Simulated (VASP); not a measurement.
VASP runs on Er (hcp) share one base input (PBE GGA, plane waves, VASP's PBE PAW potentials (set 64)) and change the settings named in each case.

**POSCAR**
```
Er
11.180
  0.1592128801  -0.2757647585   0.0000000000
  0.1592128801   0.2757647585   0.0000000000
  0.0000000000   0.0000000000   0.5000000000
Er
2
direct
  0.3333330000   0.6666670000   0.2500000000
  0.6666670000   0.3333330000   0.7500000000
```

**KPOINTS**
```
K-points
0
Gamma
11 11 6
0 0 0
```

**INCAR**
```
ENCUT = 400
PREC = Accurate
LCHARG = .FALSE.
SYSTEM = Er
EDIFF = 1E-6   ! SCF stop (eV)
ISMEAR = 1
SIGMA = 0.1   ! width (eV)
LREAL = .FALSE.   ! projection in real space or not
NELM = 100   ! most electronic steps
ISIF = 2   ! forces and stress, cell fixed
GGA = PE
LASPH = .TRUE.
ALGO = Normal
LWAVE = .FALSE.
LMAXMIX = 6
```

POTCAR, in this order: Er_3 (PBE.64 set). Program: vasp_std.

```
change        E(σ→0) (eV/atom)  pressure (GPa)  electronic steps
------------  ----------------  --------------  ----------------
base run               -4.4994            0.21                11
EDIFF = 1E-2           -4.4945           -3.57                 6
EDIFF = 1E-3           -4.4994            0.55                 8
EDIFF = 1E-4           -4.4994            0.21                 9
EDIFF = 1E-5           -4.4994            0.21                10
EDIFF = 1E-8           -4.4994            0.19                14
```
 The 4f electrons are frozen in the core of the lanthanide potential, so 4f levels, which can set the real gap, and their magnetism are missing.

Left out are runs that ran out of time, are held back, or changed the cell or the kind of run, fixed moments of cells without a moment, rows past the twelfth, gaps on odd meshes, pressures of charged cells and columns that move by less than the noise.

The compound is Er in the hcp structure. The cell was not relaxed at this level.
